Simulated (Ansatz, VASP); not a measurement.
**Be3SbN in VASP and in Ansatz**

```xyz
5
Lattice="3.7879 0.0000 0.0000 0.0000 3.7879 0.0000 0.0000 0.0000 3.7879" Properties=species:S:1:pos:R:3 pbc="T T T"
Be    0.0000    1.8940    1.8940
Be    1.8940    1.8940    0.0000
Be    1.8940    0.0000    1.8940
Sb    0.0000    0.0000    0.0000
N     1.8940    1.8940    1.8940
```

Alike in both runs: functional PBE; k mesh 10 × 10 × 10; occupations gaussian, width 0.1 eV; no spin polarisation.

Ansatz relaxed the structure, and its values are those at the end. VASP's run is a single point on that final structure, the one shown.

|  | VASP | Ansatz |
| --- | --- | --- |
| version | VASP 6.6.1 | Ansatz 0.2.0 |
| potentials or method | VASP PAW PBE potentials, release 64 (Be, Sb, N) | scalar-relativistic, plane waves, PAW |
| plane-wave cutoff (eV) | 520 | 420 |
| valence electrons in the cell | 16 | 26 |

```tsv
	VASP	Ansatz	Ansatz less VASP
gap on the k mesh at the Fermi level (eV)	none	none	-
pressure (GPa)	0.4	0.0	-0.37
```

A gap of «none» marks a metal or a gap that the smearing closes. The two sets of potentials don't hold the same shells in valence.

The runs have no spin-orbit coupling, so splittings on Sb are missing.
